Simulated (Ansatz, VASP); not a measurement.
# KNaICl: VASP beside Ansatz

```xyz
4
Lattice="4.0828 0.0000 0.0000 0.0000 5.0333 0.0000 0.0000 0.0000 5.7845" Properties=species:S:1:pos:R:3 pbc="T T T"
K     2.0414    2.5167    2.8922
Na    0.0000    0.0000    0.0000
I     2.0414    2.5167    0.0000
Cl    0.0000    0.0000    2.8922
```

Change from the starting cell: strain +e along x and -e along y -0.1100, strain +e along z and -e/2 along x and y -0.1100.

Alike in both runs: task single point; functional LDA; k mesh 6 × 6 × 4; occupations gaussian, width 0.05 eV; no spin polarisation.

```csv
,VASP,Ansatz
version,VASP 6.6.1,Ansatz 0.2.0
potentials or method,"VASP PAW LDA potentials, release 64 (K_sv, Na_pv, I, Cl)","scalar-relativistic, plane waves, PAW"
plane-wave cutoff (eV),520,520
valence electrons in the cell,30,42
```

Ansatz gave:

| Item | Value |
| --- | --- |
| gap on the k mesh at the Fermi level (eV) | 3.19 |
| least direct gap on the mesh (eV) | 3.19 |
| pressure (GPa) | 1.7 |
| largest component of the traceless stress (GPa) | 6.67 |

What did VASP give for the same quantities?

gap on the k mesh at the Fermi level (eV): 3.19; least direct gap on the mesh (eV): 3.19; pressure (GPa): 1.8; largest component of the traceless stress (GPa): 6.79.

The two sets of potentials don't hold the same shells in valence.

Caveats: spin-orbit coupling is left out, which moves the levels of the heavy elements.
